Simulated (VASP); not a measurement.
Here is the system:

```
CELL_PARAMETERS angstrom
      0.00000     3.26132     3.26132
      3.26132     0.00000     3.26132
      3.26132     3.26132     0.00000
ATOMIC_POSITIONS crystal
  Na 0.25000 0.25000 0.25000
  Na 0.75000 0.75000 0.75000
  S  0.00000 0.00000 0.00000
```

Calculation: SCAN meta-GGA, VASP's PBE PAW potentials (set 64) (plane waves; VASP). Settings: 520 eV cut-off, 5×5×5 Γ-centred mesh, Gaussian smearing of 0.050 eV, potentials Na_pv S.

Question: The ions, cell shape and volume are relaxed. Give the cell that the relaxation ends in.

Answer: 
```
CELL_PARAMETERS angstrom
      0.00000     3.24346     3.24346
      3.24346     0.00000     3.24346
      3.24346     3.24346     0.00000
ATOMIC_POSITIONS crystal
  Na 0.25000 0.25000 0.25000
  Na 0.75000 0.75000 0.75000
  S  0.00000 0.00000 0.00000
```
Space group Fm-3m (225), at a tolerance of 0.03 Å.

Question: How do energy and volume change from the first to the last step?

Answer: The energy (σ→0) changes by -1.3 meV/atom and the volume by -1.6 %, in 3 ionic steps.

The compound is Na2S in the antifluorite structure. This run relaxes it. Symmetry was kept, so distortions that lower it aren't found.
